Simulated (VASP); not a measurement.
Input:

```
CELL_PARAMETERS angstrom
      1.81030    -3.13552     0.00000
      1.81030     3.13552     0.00000
      0.00000     0.00000     5.76699
ATOMIC_POSITIONS crystal
  Zr 0.00000 0.00000 0.00000
  S  0.33333 0.66667 0.25011
  S  0.66667 0.33333 0.74989
```

Level of theory: optB86b-vdW, VASP's PBE PAW potentials (set 64) (plane waves; VASP 6.6.1). Settings: 520 eV cut-off, 7×7×4 Γ-centred mesh, Gaussian smearing of 0.050 eV, potentials Zr_sv S.

Task: The ions and cell shape at fixed volume are relaxed. What does this cell relax into?

Result: 
```
CELL_PARAMETERS angstrom
      1.81850    -3.14973     0.00000
      1.81850     3.14973     0.00000
      0.00000     0.00000     5.71508
ATOMIC_POSITIONS crystal
  Zr 0.00000 0.00000 0.00000
  S  0.33333 0.66667 0.25607
  S  0.66667 0.33333 0.74393
```
Space group P-3m1 (164), at a tolerance of 0.03 Å.

Task: How much energy does the relaxation gain?

Result: The energy (σ→0) changes by -4.5 meV/atom, in 6 ionic steps.

```json
[
 {"step": "1", "E(σ→0) (eV)": "-16.1461", "max force (eV/Å)": "0.382", "pressure (GPa)": "3.07", "volume (Å³)": "65.47"},
 {"step": "2", "E(σ→0) (eV)": "-16.1562", "max force (eV/Å)": "0.158", "pressure (GPa)": "1.96", "volume (Å³)": "65.47"},
 {"step": "3", "E(σ→0) (eV)": "-16.1585", "max force (eV/Å)": "0.008", "pressure (GPa)": "1.16", "volume (Å³)": "65.47"},
 {"step": "4", "E(σ→0) (eV)": "-16.1595", "max force (eV/Å)": "0.000", "pressure (GPa)": "1.04", "volume (Å³)": "65.47"},
 {"step": "5", "E(σ→0) (eV)": "-16.1597", "max force (eV/Å)": "0.006", "pressure (GPa)": "0.92", "volume (Å³)": "65.47"},
 {"step": "6", "E(σ→0) (eV)": "-16.1597", "max force (eV/Å)": "0.004", "pressure (GPa)": "0.96", "volume (Å³)": "65.47"}
]
```

The compound is ZrS2 in the 1T layered structure. This cell is one point of a volume scan, at 0.97 of the reference volume. Symmetry was kept, so distortions that lower it aren't found.
